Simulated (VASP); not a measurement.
Input for VASP

INCAR:
```
LMAXMIX = 6
ISIF = 2
ISMEAR = 1
SIGMA = 0.1
LASPH = .TRUE.
LWAVE = .FALSE.
ENCUT = 480   # plane-wave cut-off (eV)
SYSTEM = Ir
NELM = 100   # most electronic steps
GGA = PS   # PBEsol
EDIFF = 1E-7   # SCF stop (eV)
PREC = Accurate
LREAL = .FALSE.
ALGO = Normal
LCHARG = .FALSE.
```

### KPOINTS
```
Automatic mesh
0
Gamma
16 16 16
0 0 0
```

### POSCAR
```
Ir
1
    0.0000000000     1.9261952613     1.9261952613
    1.9166122003     0.0000000000     1.9261952613
    1.9166122003     1.9261952613     0.0000000000
Ir
1
Direct
  0.0000000000   0.0000000000   0.0000000000
```

POTCAR, in this order: Ir (PBE.64 set). Program: vasp_std.

Translate this PBEsol calculation to Quantum ESPRESSO's pw.x.

One equivalent input (not run):
```
&CONTROL
  calculation = 'scf'
  pseudo_dir = './pseudo'
  outdir = './out'
  tprnfor = .true.
  tstress = .true.
/
&SYSTEM
  ibrav = 0
  nat = 1
  ntyp = 1
  ecutwfc = 68
  occupations = 'smearing'
  smearing = 'methfessel-paxton'
  degauss = 0.00735
  input_dft = 'pbesol'
/
&ELECTRONS
  conv_thr = 7.3e-09
  electron_maxstep = 100
/
ATOMIC_SPECIES
  Ir 192.217 Ir.upf
CELL_PARAMETERS angstrom
     0.0000000    1.9261953    1.9261953
     1.9166122    0.0000000    1.9261953
     1.9166122    1.9261953    0.0000000
ATOMIC_POSITIONS crystal
  Ir   0.0000000  0.0000000  0.0000000
K_POINTS automatic
  16 16 16 0 0 0
```
Limits of the translation: the potentials are each code's own (VASP's PAW set, PseudoDojo norm-conserving files in pw.x), so ENCUT and ecutwfc are chosen apart and not converted; conv_thr bounds pw.x's estimated SCF error, while EDIFF bounds the energy change between steps.

The compound is Ir in the fcc structure. This cell was strained or had an atom moved on purpose.
